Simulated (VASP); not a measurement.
Input:

```
Lu
1.0
    1.75477    -3.03936     0.00000
    1.75477     3.03936     0.00000
    0.00000     0.00000     5.47135
Lu
2
Cartesian
  1.75477   1.01312   1.36784
  1.75477  -1.01312   4.10351
```

The numbers are results of PW91 GGA, VASP's PBE PAW potentials (set 64) (plane waves; VASP 6.6.1), not measurements. Run with 520 eV cut-off, Gaussian smearing of 0.050 eV, potentials Lu_3.

Q: What does the run give for the band gap (along the path) with the smallest direct gap where there is one?

A: 
```yaml
band gap (along the path): none (metal, semimetal or under 0.01 eV)
```

The compound is Lu in the hcp structure. It was relaxed first.
